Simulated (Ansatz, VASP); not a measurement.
# Ge13H15 (Ge wire along [111], 26 atoms a period, H-terminated) in two plane-wave programs

Wanted: the spread between two codes on one cell, functional and k mesh. Of the first pair: The structure shown is the start of the Ansatz relaxation below; VASP solves that cell, so the two are compared at the walk's first step.

Calculated with Ansatz 0.2.0; plane waves, with VASP 6.6.1 beside it; single point at PBE.

## Step 1: The starting structure

The cell holds 56 atoms: 26 Ge and 30 H. Its edges and angles: a = 17.493 Å, b = 16.796 Å, c = 9.977 Å, α = 90.0°, β = 90.0°, γ = 90.0°. Vacuum lies along a and b. The structure's axis is c.

## Step 2: Ansatz: relaxation, PBE

Ansatz runs on its PAW soft_1 files.

The two programs are compared at the cell with which this relaxation starts, whose forces are those of its first step.

The input, input.yaml:

```yaml
crystal:
  lattice:
    - [17.493, 0.0, 0.0]
    - [0.0, 16.796, 0.0]
    - [0.0, 0.0, 9.9766126516]
  atoms:
    - { symbol: Ge, position: [0.383593563, 0.43000073, 0.0] }
    - { symbol: Ge, position: [0.500009703, 0.640006995, 0.0] }
    - { symbol: Ge, position: [0.383593563, 0.43000073, 0.25] }
    - { symbol: Ge, position: [0.500009703, 0.640006995, 0.25] }
    - { symbol: Ge, position: [0.616425842, 0.43000073, 0.25] }
    - { symbol: H, position: [0.310779599, 0.613788608, 0.281211434] }
    - { symbol: H, position: [0.500009703, 0.272431238, 0.281211434] }
    - { symbol: H, position: [0.689239806, 0.613788608, 0.281211434] }
    - { symbol: H, position: [0.310779599, 0.386217028, 0.302121899] }
    - { symbol: H, position: [0.500009703, 0.727574398, 0.302121899] }
    - { symbol: H, position: [0.689239806, 0.386217028, 0.302121899] }
    - { symbol: Ge, position: [0.383593563, 0.570004907, 0.333333333] }
    - { symbol: Ge, position: [0.500009703, 0.359998641, 0.333333333] }
    - { symbol: Ge, position: [0.616425842, 0.570004907, 0.333333333] }
    - { symbol: Ge, position: [0.383593563, 0.570004907, 0.583333333] }
    - { symbol: Ge, position: [0.500009703, 0.359998641, 0.583333333] }
    - { symbol: Ge, position: [0.616425842, 0.570004907, 0.583333333] }
    - { symbol: H, position: [0.19436346, 0.54378652, 0.614544767] }
    - { symbol: H, position: [0.267177423, 0.412435415, 0.614544767] }
    - { symbol: H, position: [0.310779599, 0.333780255, 0.614544767] }
    - { symbol: H, position: [0.310779599, 0.753792785, 0.614544767] }
    - { symbol: H, position: [0.383593563, 0.20242915, 0.614544767] }
    - { symbol: H, position: [0.456407527, 0.753792785, 0.614544767] }
    - { symbol: H, position: [0.543611878, 0.753792785, 0.614544767] }
    - { symbol: H, position: [0.616425842, 0.20242915, 0.614544767] }
    - { symbol: H, position: [0.689239806, 0.753792785, 0.614544767] }
    - { symbol: H, position: [0.689239806, 0.333780255, 0.614544767] }
    - { symbol: H, position: [0.732841982, 0.412435415, 0.614544767] }
    - { symbol: H, position: [0.805655945, 0.54378652, 0.614544767] }
    - { symbol: Ge, position: [0.267177423, 0.500002818, 0.666666667] }
    - { symbol: Ge, position: [0.383593563, 0.289996553, 0.666666667] }
    - { symbol: Ge, position: [0.383593563, 0.710009083, 0.666666667] }
    - { symbol: Ge, position: [0.500009703, 0.500002818, 0.666666667] }
    - { symbol: Ge, position: [0.616425842, 0.710009083, 0.666666667] }
    - { symbol: Ge, position: [0.616425842, 0.289996553, 0.666666667] }
    - { symbol: Ge, position: [0.732841982, 0.500002818, 0.666666667] }
    - { symbol: Ge, position: [0.267177423, 0.500002818, 0.916666667] }
    - { symbol: Ge, position: [0.383593563, 0.289996553, 0.916666667] }
    - { symbol: Ge, position: [0.383593563, 0.710009083, 0.916666667] }
    - { symbol: Ge, position: [0.500009703, 0.500002818, 0.916666667] }
    - { symbol: Ge, position: [0.616425842, 0.710009083, 0.916666667] }
    - { symbol: Ge, position: [0.616425842, 0.289996553, 0.916666667] }
    - { symbol: Ge, position: [0.732841982, 0.500002818, 0.916666667] }
    - { symbol: H, position: [0.19436346, 0.456219117, 0.968788566] }
    - { symbol: H, position: [0.267177423, 0.587570221, 0.968788566] }
    - { symbol: H, position: [0.310779599, 0.246212851, 0.968788566] }
    - { symbol: H, position: [0.310779599, 0.666225382, 0.968788566] }
    - { symbol: H, position: [0.383593563, 0.797576487, 0.968788566] }
    - { symbol: H, position: [0.456407527, 0.246212851, 0.968788566] }
    - { symbol: H, position: [0.543611878, 0.246212851, 0.968788566] }
    - { symbol: H, position: [0.616425842, 0.797576487, 0.968788566] }
    - { symbol: H, position: [0.689239806, 0.666225382, 0.968788566] }
    - { symbol: H, position: [0.689239806, 0.246212851, 0.968788566] }
    - { symbol: H, position: [0.732841982, 0.587570221, 0.968788566] }
    - { symbol: H, position: [0.805655945, 0.456219117, 0.968788566] }
    - { symbol: Ge, position: [0.616425842, 0.43000073, 0.0] }
kpoints:
  mp_grid: { grid: [1, 1, 9] }
scf:
  occupations: { method: fermi_dirac, width: 0.05 }
hamiltonian:
  xc: pbe
  pseudopotentials: { kind: paw, azcp: { folder: soft_1 } }
relax:
  cell: { fix: [a, b, alpha, beta, gamma] }
  max_steps: 45
  f_tol: 0.03
```

Run with:

```console
$ ansatz run input.yaml --threads 4 --pin off --max-ram 16384MiB --backend cpu --events-out ev --progress --plain --runs-dir out
```

Numbers of over 12 decimals in the logs are rounded to 6 here.

The program printed:

```text
Engine: ansatz 0.2.0, aarch64-unknown-linux-gnu
Pseudopotentials: kind: paw
Pseudopotential: Ge, paw, valence charge 14, recommended cutoff 420 eV (normal), soft_1/Ge.paw.azcp
Pseudopotential: H, paw, valence charge 1, recommended cutoff 420 eV (normal), soft_1/H.paw.azcp
Functional definition: PBE
  parameter kappa = 0.804
  parameter beta = 0.066725
  exchange = pbe_x(kappa = kappa, mu = beta*pi^2/3)
  correlation = pbe_c(beta = beta)
Crystal: 56 atoms, lattice volume = 2931.253 Å³
Basis set: ecut = 420 eV, 57331 PW (Γ), exchange–correlation on 240×240×144 points (8 copies of the dense FFT grid, shifted against one another)
Bands: 253, of which v1, the nominal top of the filled ones, is band 197 counted from 1 (196 counted from 0)
Symmetry: 4 space group operations
Space group: P2/m (ITA 10), of the structure as read, at distance tolerance 1.4e-4 Å
k-points: 5 of 9
Non-local potential: Ge, projectors of the file, l = 0: 2, l = 1: 2, l = 2: 3, l = 3: 1
Non-local potential: H, projectors of the file, l = 0: 2, l = 1: 1
PAW form: soft (Blöchl's): semilocal exchange-correlation on the pseudo side does not see the compensation charge
PAW one-centre angular grid: Ge, 590 points (default); XC on 64 Gauss nodes
PAW one-centre angular grid: H, 110 points (default); XC on 64 Gauss nodes
Initial density: superposition of atomic densities (neutral atoms: chi_scale 0, normalization atom)
Initial wavefunctions: pseudopotential atomic-orbital guess
Functional: x = pbe(κ = 0.804, μ = 0.219515), c = pbe(β = 0.066725)
SCF iter   1: F=—  HF=-112145.557900 eV  |F-HF|=—  |Δ(HF+E_count)|=         —  Δρ=3.18e-2  dr2=2.50e1  ethr=3.10e-3  ⟨swp⟩=6.6  Hψ=5099  notcnv=0  defer=64
preconditioner: auto → Resta (q_TF=auto, 1.953 Å⁻¹)  ε∞=1.7  [insulator: Δε(μ)=2.223 eV  Ē_g=9.548 eV  σ=0.050 eV  W_gap=1.00  n_scr=370 (ndim 8)  ℏωp=7.9 eV  f_vac=0.635  D(μ)=0.00/eV (n_scr^D=0)  ε∞_Penn≈1.7  vacuum switching on, ρ_ref=6.6e-3 e/Å³]
SCF iter   2: F=—  HF=-112139.811537 eV  |F-HF|=—  |Δ(HF+E_count)|=    5.75e0  Δρ=1.39e-2  dr2=5.55e0  ethr=3.10e-3  ⟨swp⟩=3.0  Hψ=1762  notcnv=0  defer=242
SCF iter   3: F=—  HF=-112138.628259 eV  |F-HF|=—  |Δ(HF+E_count)|=    1.18e0  Δρ=2.97e-3  dr2=1.33e0  ethr=1.41e-3  ⟨swp⟩=3.4  Hψ=1444  notcnv=0  defer=242
SCF iter   4: F=—  HF=-112138.383456 eV  |F-HF|=—  |Δ(HF+E_count)|=   2.45e-1  Δρ=1.18e-3  dr2=5.39e-2  ethr=3.37e-4  ⟨swp⟩=3.2  Hψ=1684  notcnv=0  defer=244
SCF iter   5: F=—  HF=-112138.388032 eV  |F-HF|=—  |Δ(HF+E_count)|=   4.58e-3  Δρ=4.48e-4  dr2=4.14e-3  ethr=1.37e-5  ⟨swp⟩=2.0  Hψ=2038  notcnv=0  defer=244
SCF iter   6: F=—  HF=-112138.391329 eV  |F-HF|=—  |Δ(HF+E_count)|=   3.30e-3  Δρ=1.03e-4  dr2=4.31e-4  ethr=1.05e-6  ⟨swp⟩=2.0  Hψ=2006  notcnv=0  defer=244
SCF iter   7: F=—  HF=-112138.391516 eV  |F-HF|=—  |Δ(HF+E_count)|=   1.87e-4  Δρ=2.75e-5  dr2=3.62e-5  ethr=1.09e-7  ⟨swp⟩=2.0  Hψ=2006  notcnv=0  defer=244
SCF iter   8: F=—  HF=-112138.391886 eV  |F-HF|=—  |Δ(HF+E_count)|=   3.70e-4  Δρ=1.28e-5  dr2=1.01e-5  ethr=9.20e-9  ⟨swp⟩=2.0  Hψ=2250  notcnv=0  defer=244
SCF iter   9: F=—  HF=-112138.391891 eV  |F-HF|=—  |Δ(HF+E_count)|=   5.45e-6  Δρ=4.02e-6  dr2=5.54e-7  ethr=2.57e-9  ⟨swp⟩=2.0  Hψ=2006  notcnv=0  defer=244
SCF iter  10: F=-112138.391892 eV  HF=-112138.391892 eV  |F-HF|=8.35e-8  |Δ(HF+E_count)|=   9.96e-7  Δρ=1.02e-6  dr2=3.64e-8  ethr=2.54e-11  ⟨swp⟩=4.6  Hψ=3593  notcnv=0
SCF 1 converged in 10 iterations: F = -112138.391892 eV  dr2 = 3.64e-8
  greatest PAW one-centre occupation: 0.998 electrons in one spin orbital (limit 2), on the Ge atom at site 40 (counted from 0), in its partial waves of l = 2
relax step   1: F+E_penalty+E_count = -112138.39189241 eV  Δ(F+E_penalty+E_count) = +0.000e0 eV  max|allowed force component| = 4.578e-1 eV/Å  Δτ_max = 0.0000 Å  P = -0.287 GPa  Ω = 2931.253 Å³  fix = [a, b, alpha, beta, gamma]  reactions: a -0.214, b -0.214 GPa; alpha -0.000 GPa/rad  (10 SCF iters, dr2 threshold 1.00e-7 eV, accepted)
Crystal: 56 atoms, lattice volume = 2926.607 Å³
Basis set: ecut = 420 eV, 57243 PW (Γ), exchange–correlation on 240×240×144 points (8 copies of the dense FFT grid, shifted against one another)
Initial density: handed on by an earlier stage of this run
Initial wavefunctions: those handed on with the density
iter 1 solved again at ethr=3.78e-4 eV; its pass at ethr=3.10e-3 eV (dr2=1.49e0 eV) is discarded
SCF iter   1: F=—  HF=-112139.197268 eV  |F-HF|=—  |Δ(HF+E_count)|=         —  Δρ=9.86e-3  dr2=1.50e0  ethr=3.78e-4  ⟨swp⟩=5.2  Hψ=5749  notcnv=0
preconditioner: auto → Resta (q_TF=auto, 1.953 Å⁻¹)  ε∞=1.8  [insulator: Δε(μ)=2.060 eV  Ē_g=9.139 eV  σ=0.050 eV  W_gap=1.00  n_scr=370 (ndim 8)  ℏωp=7.9 eV  f_vac=0.670  D(μ)=0.00/eV (n_scr^D=0)  ε∞_Penn≈1.8  vacuum switching on, ρ_ref=6.1e-3 e/Å³]
SCF iter   2: F=—  HF=-112138.999151 eV  |F-HF|=—  |Δ(HF+E_count)|=   1.98e-1  Δρ=4.77e-3  dr2=3.50e-1  ethr=3.78e-4  ⟨swp⟩=4.4  Hψ=1963  notcnv=0
[...]
E sigma→0 (E₀):  -112139.499881 eV
Fermi energy:    -1.291753 eV
--- Per-component energies (eV) ---
  E_band       = -7704.042099
  E_kinetic    = 2787.193484
  E_local      = -222170.802509  (includes V_loc(G=0)·N_el)
  E_nonlocal   = 5701.367286
  E_hartree    = 107818.743574
  E_xc         = -2107.949926
  E_vxc        = -2008.245195  (∫ρ·V_xc dr)
  E_paw        = -52392.399496  (= ΣΔE_a)
  E_vpaw       = -7651.011819  (= ΣTr[D̂ρ^β])
  E_aug_tail   = -0.027835  (compensation charges beyond the density's cutoff)
  E_ewald      = 48224.375539
  E_smearing   = -0.000000  (= −TS)
  E_closure    = -0.000000  (closes the sum)
  Σ components = -112139.499881   (vs F -112139.499881, Δ=0.00e0)
--- Forces (eV/Å), atoms counted from 1 ---
  atom   1  Ge     0.01756063     0.01015001    -0.00653359
  atom   2  Ge     0.00000000    -0.02027006    -0.00655851
  atom   3  Ge    -0.00460588    -0.00265480    -0.00809759
  atom   4  Ge    -0.00000000     0.00533005    -0.00810713
  atom   5  Ge     0.00460588    -0.00265480    -0.00809759
  atom   6  H     -0.00096090     0.00056133    -0.00605262
  atom   7  H      0.00000000    -0.00111269    -0.00605733
  atom   8  H      0.00096090     0.00056133    -0.00605262
  atom   9  H     -0.00096090    -0.00056133     0.00605262
  atom  10  H     -0.00000000     0.00111269     0.00605733
  atom  11  H      0.00096090    -0.00056133     0.00605262
  atom  12  Ge    -0.00460588     0.00265480     0.00809759
  atom  13  Ge    -0.00000000    -0.00533005     0.00810713
  atom  14  Ge     0.00460588     0.00265480     0.00809759
  atom  15  Ge     0.01756063    -0.01015001     0.00653359
  atom  16  Ge     0.00000000     0.02027006     0.00655851
  atom  17  Ge    -0.01756063    -0.01015001     0.00653359
  atom  18  H     -0.00718303     0.00277610     0.00191650
  atom  19  H     -0.00231765    -0.00798988    -0.00775266
  atom  20  H     -0.00809532     0.00198277    -0.00774965
  atom  21  H     -0.00599821     0.00482867     0.00192652
  atom  22  H     -0.00118294    -0.00760198     0.00192938
  atom  23  H      0.00576116     0.00600058    -0.00775377
  atom  24  H     -0.00576116     0.00600058    -0.00775377
[...]
atom  49  H      0.00576116    -0.00600058     0.00775377
  atom  50  H     -0.00576116    -0.00600058     0.00775377
  atom  51  H      0.00118294     0.00760198    -0.00192938
  atom  52  H      0.00809532    -0.00198277     0.00774965
  atom  53  H      0.00599821    -0.00482867    -0.00192652
  atom  54  H      0.00231765     0.00798988     0.00775266
  atom  55  H      0.00718303    -0.00277610    -0.00191650
  atom  56  Ge    -0.01756063     0.01015001    -0.00653359
  max |Σ_I F_I| component: 5.20e-18 eV/Å
--- Stress (GPa, compression-positive) ---
        0.005113       0.000000       0.000000
        0.000000       0.004563       0.000062
        0.000000       0.000062       0.005692
  P = ⅓ Tr σ = 0.0051 GPa (0.051 kbar)
--- Relaxed structure (8 steps of the walk, 8 accepted, 1 SCFs on fresh bases) ---
  F+E_penalty+E_count = -112139.49988080 eV   max|allowed force component| = 2.027e-2 eV/Å   (the final SCF, on the basis selected at the relaxed cell)
  cell:  # Å, volume = 2902.0270 Å³
    - [17.493, 0.0, 0.0]
    - [0.0, 16.796, 0]
    - [0.0, 0, 9.877142]
  atoms:
    - { symbol: Ge, position: [0.383557, 0.429981, -0.00135707] }
    - { symbol: Ge, position: [0.500010, 0.640051, -0.00135697] }
    - { symbol: Ge, position: [0.385653, 0.431240, 0.248875] }
    - { symbol: Ge, position: [0.500010, 0.637530, 0.248876] }
    - { symbol: Ge, position: [0.614366, 0.431240, 0.248875] }
    - { symbol: H, position: [0.313266, 0.612293, 0.280955] }
    - { symbol: H, position: [0.500010, 0.275422, 0.280954] }
    - { symbol: H, position: [0.686753, 0.612293, 0.280955] }
    - { symbol: H, position: [0.313266, 0.387713, 0.302379] }
    - { symbol: H, position: [0.500010, 0.724584, 0.302379] }
    - { symbol: H, position: [0.686753, 0.387713, 0.302379] }
    - { symbol: Ge, position: [0.385653, 0.568766, 0.334459] }
    - { symbol: Ge, position: [0.500010, 0.362476, 0.334458] }
    - { symbol: Ge, position: [0.614366, 0.568766, 0.334459] }
    - { symbol: Ge, position: [0.383557, 0.570024, 0.584690] }
    - { symbol: Ge, position: [0.500010, 0.359954, 0.584690] }
    - { symbol: Ge, position: [0.616462, 0.570024, 0.584690] }
    - { symbol: H, position: [0.198420, 0.566450, 0.629309] }
    - { symbol: H, position: [0.249089, 0.429004, 0.598997] }
    - { symbol: H, position: [0.315516, 0.309182, 0.598989] }
    - { symbol: H, position: [0.293961, 0.738801, 0.629300] }
    - { symbol: H, position: [0.404465, 0.194753, 0.629312] }
    - { symbol: H, position: [0.433587, 0.761816, 0.598995] }
    - { symbol: H, position: [0.566433, 0.761816, 0.598995] }
    - { symbol: H, position: [0.595554, 0.194753, 0.629312] }
    - { symbol: H, position: [0.706059, 0.738801, 0.629300] }
    - { symbol: H, position: [0.684504, 0.309182, 0.598989] }
    - { symbol: H, position: [0.750931, 0.429004, 0.598997] }
    - { symbol: H, position: [0.801599, 0.566450, 0.629309] }
    - { symbol: Ge, position: [0.264490, 0.509635, 0.668758] }
    - { symbol: Ge, position: [0.390259, 0.282754, 0.668760] }
    - { symbol: Ge, position: [0.374237, 0.707615, 0.668757] }
    - { symbol: Ge, position: [0.500010, 0.500001, 0.666542] }
    - { symbol: Ge, position: [0.625783, 0.707615, 0.668757] }
    - { symbol: Ge, position: [0.609761, 0.282754, 0.668760] }
    - { symbol: Ge, position: [0.735530, 0.509635, 0.668758] }
    - { symbol: Ge, position: [0.264490, 0.490371, 0.914575] }
    - { symbol: Ge, position: [0.374237, 0.292391, 0.914576] }
    - { symbol: Ge, position: [0.390259, 0.717251, 0.914574] }
    - { symbol: Ge, position: [0.500010, 0.500004, 0.916791] }
    - { symbol: Ge, position: [0.609761, 0.717251, 0.914574] }
    - { symbol: Ge, position: [0.625783, 0.292391, 0.914576] }
    - { symbol: Ge, position: [0.735530, 0.490371, 0.914575] }
    - { symbol: H, position: [0.198420, 0.433556, 0.954025] }
    - { symbol: H, position: [0.249089, 0.571002, 0.984336] }
    - { symbol: H, position: [0.293961, 0.261204, 0.954033] }
    - { symbol: H, position: [0.315516, 0.690823, 0.984344] }
    - { symbol: H, position: [0.404465, 0.805253, 0.954021] }
    - { symbol: H, position: [0.433587, 0.238189, 0.984338] }
    - { symbol: H, position: [0.566433, 0.238189, 0.984338] }
    - { symbol: H, position: [0.595554, 0.805253, 0.954021] }
    - { symbol: H, position: [0.684504, 0.690823, 0.984344] }
    - { symbol: H, position: [0.706059, 0.261204, 0.954033] }
    - { symbol: H, position: [0.750931, 0.571002, 0.984336] }
    - { symbol: H, position: [0.801599, 0.433556, 0.954025] }
    - { symbol: Ge, position: [0.616462, 0.429981, -0.00135707] }
```

(Part 1 of 3 ends here.)

[Lines on the potential files, build, host, timing and source positions are cut from VASP's logs without a mark.]

[Logs are printed without paths, hosts, clocks, repeated set-up lines and the standing remarks that a program may print on its own settings, such as how far it seeks lower states.]

[Hosts, paths, dates, database ids (printed as entryN), source tags and the programs' standing remarks are cut or masked in the printed files.]
